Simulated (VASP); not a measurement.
OSZICAR of a VASP run on Tb (relaxed from the bcc structure, space group Im-3m):

File OSZICAR:
```
       N       E                     dE             d eps       ncg     rms          rms(c)
DAV:   1     0.261837234128E+01    0.26184E+01   -0.39416E+03  1152   0.743E+02
DAV:   2    -0.477651642213E+01   -0.73949E+01   -0.71626E+01  1936   0.783E+01
DAV:   3    -0.485079713654E+01   -0.74281E-01   -0.73320E-01  1408   0.610E+00
DAV:   4    -0.485107321133E+01   -0.27607E-03   -0.27595E-03  1888   0.359E-01
DAV:   5    -0.485107345453E+01   -0.24320E-06   -0.24326E-06  1448   0.758E-03    0.165E+01
DAV:   6    -0.484647987858E+01    0.45936E-02   -0.15986E-02  1432   0.106E+00    0.975E+00
DAV:   7    -0.484899874958E+01   -0.25189E-02   -0.24858E-02  1496   0.132E+00    0.141E-01
DAV:   8    -0.484874422290E+01    0.25453E-03   -0.11312E-03  1280   0.286E-01    0.198E-02
DAV:   9    -0.484874739589E+01   -0.31730E-05   -0.37009E-05  1832   0.610E-02    0.126E-02
DAV:  10    -0.484874623554E+01    0.11603E-05   -0.37755E-06  1304   0.168E-02    0.119E-02
DAV:  11    -0.484874632063E+01   -0.85089E-07   -0.52381E-07   760   0.619E-03
   1 F= -.48487463E+01 E0= -.48490930E+01  d E =-.484875E+01
       N       E                     dE             d eps       ncg     rms          rms(c)
DAV:   1    -0.497072074824E+01   -0.12197E+00   -0.24916E+00  1152   0.133E+01    0.158E+00
DAV:   2    -0.488856756502E+01    0.82153E-01   -0.10088E-01  1152   0.319E+00    0.814E-01
DAV:   3    -0.485918768527E+01    0.29380E-01   -0.11182E-01  1432   0.288E+00    0.331E-01
DAV:   4    -0.485906445688E+01    0.12323E-03   -0.10172E-03  1232   0.305E-01    0.221E-01
DAV:   5    -0.485904237144E+01    0.22085E-04   -0.47675E-04  1488   0.163E-01    0.266E-02
DAV:   6    -0.485903896329E+01    0.34081E-05   -0.58679E-06  1432   0.237E-02    0.116E-02
DAV:   7    -0.485903809006E+01    0.87324E-06   -0.96266E-07   808   0.101E-02
   2 F= -.48590381E+01 E0= -.48595469E+01  d E =-.102918E-01
       N       E                     dE             d eps       ncg     rms          rms(c)
DAV:   1    -0.485976685139E+01   -0.72789E-03   -0.14680E-02  1152   0.103E+00    0.122E-01
DAV:   2    -0.485928800968E+01    0.47884E-03   -0.59926E-04  1168   0.243E-01    0.626E-02
DAV:   3    -0.485911627351E+01    0.17174E-03   -0.66301E-04  1424   0.220E-01    0.260E-02
DAV:   4    -0.485911489164E+01    0.13819E-05   -0.60224E-06  1240   0.237E-02    0.179E-02
DAV:   5    -0.485911346685E+01    0.14248E-05   -0.29445E-06  1296   0.129E-02    0.209E-03
DAV:   6    -0.485911350798E+01   -0.41136E-07   -0.31776E-08   624   0.186E-03
   3 F= -.48591135E+01 E0= -.48596266E+01  d E =-.103672E-01
```

**Question.** Which electronic solver shows in the log?

**Answer.** It is blocked Davidson (ALGO = Normal, or the opening steps of other solvers). The INCAR had ALGO = Normal.

**Question.** Can the final energy be trusted as converged?

**Answer.** The run converged. It stopped with EDIFF = 1E-6, NELM = 100, NSW = 60 and EDIFFG = -0.01 after 3 ionic steps (PBEsol GGA, plane waves, VASP's PBE PAW potentials (set 64)). The 4f electrons are frozen in the core of the lanthanide potential, so 4f levels, which can set the real gap, and their magnetism are missing. Energy and stress use the plane-wave basis of the starting cell.

The structure was generated: Tb was put into the bcc type (Im-3m), which need not be its known phase. This run relaxes it. Symmetry was kept, so distortions that lower it aren't found.
